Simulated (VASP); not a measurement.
Consider the following.

```
CELL_PARAMETERS angstrom
      0.00000     2.88466     2.88466
      2.88466     0.00000     2.88466
      2.88466     2.88466     0.00000
ATOMIC_POSITIONS crystal
  In 0.00000 0.00000 0.00000
  P  0.25000 0.25000 0.25000
```

These are PBE GGA with D4 dispersion, VASP's PBE PAW potentials (set 64) (plane waves; VASP 6.6.1) values and carry that method's errors. Numerical set-up: 520 eV cut-off, 8×8×8 Γ-centred mesh, Gaussian smearing of 0.050 eV, potentials In_d P.

Unless said otherwise, spin-orbit coupling is left out, though it shifts the bands of the heavy elements here.

Estimate the energy per atom (σ→0), pressure, band gap (on the k-mesh) with the smallest direct gap where there is one.

- band gap (on the k-mesh): 0.97 eV
- smallest direct gap (on the k-mesh): 0.97 eV
- energy per atom (σ→0): -4507 meV/atom
- pressure: 4.69 GPa

Total energies compare only between runs with the same potentials, cut-off and functional.

The compound is InP in the zinc blende structure. This cell is one point of a volume scan, at 0.94 of the reference volume.
